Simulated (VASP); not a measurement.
VASP runs on Fe (bcc) share one base input (PBE GGA, plane waves, VASP's PBE PAW potentials (set 64)) and change the settings named in each case.

File KPOINTS:
```
Automatic mesh
0
G
16 16 16
```

**POSCAR**
```
Fe
1.0
 -1.4350000000   1.4350000000   1.4350000000
  1.4350000000  -1.4350000000   1.4350000000
  1.4350000000   1.4350000000  -1.4350000000
Fe
1
Cartesian
  0.0000000000   0.0000000000   0.0000000000
```

### INCAR
```
SYSTEM = Fe
PREC = Accurate
ENCUT = 400
EDIFF = 1E-6
NELM = 100
ALGO = Normal
LREAL = .FALSE.
LASPH = .TRUE.
ISMEAR = 1
SIGMA = 0.1
GGA = PE
LMAXMIX = 4
ISPIN = 2
MAGMOM = 2.5
LORBIT = 10
LWAVE = .FALSE.
LCHARG = .FALSE.
ISIF = 2
```

POTCAR, in this order: Fe (PBE.64 set). Program: vasp_std.

```
change                             E(σ→0) (eV/atom)  pressure (GPa)  moment (μB)  −TS (eV)
---------------------------------  ----------------  --------------  -----------  --------
base run                                    -8.2314           -7.19         2.27    0.0003
ISPIN = 1, the spin start removed           -7.6461          -25.15            -    0.0000
MAGMOM = 0                                  -7.6461          -25.17         0.00    0.0000
MAGMOM = 0.5                                -8.2314           -7.15         2.27    0.0003
MAGMOM = 4.5                                -8.2314           -7.21         2.27    0.0003
NUPDOWN = 0                                 -7.6461          -25.18         0.00    0.0000
NUPDOWN = 1                                       ?               ?            ?         ?
NUPDOWN = 2                                       ?               ?            ?         ?
```

### Question
Fill in the missing entries.

### Answer

- NUPDOWN = 1, E(σ→0) (eV/atom): -7.8816
- NUPDOWN = 1, pressure (GPa): -20.85
- NUPDOWN = 1, moment (μB): 1.00
- NUPDOWN = 1, −TS (eV): 0.0009
- NUPDOWN = 2, E(σ→0) (eV/atom): -8.2066
- NUPDOWN = 2, pressure (GPa): -11.60
- NUPDOWN = 2, moment (μB): 2.00
- NUPDOWN = 2, −TS (eV): -0.0007

Left out are runs that ran out of time, are held back, or changed the cell or the kind of run, fixed moments of cells without a moment, rows past the twelfth, gaps on odd meshes, pressures of charged cells and columns that move by less than the noise.

The compound is Fe in the bcc structure. The cell was not relaxed at this level.
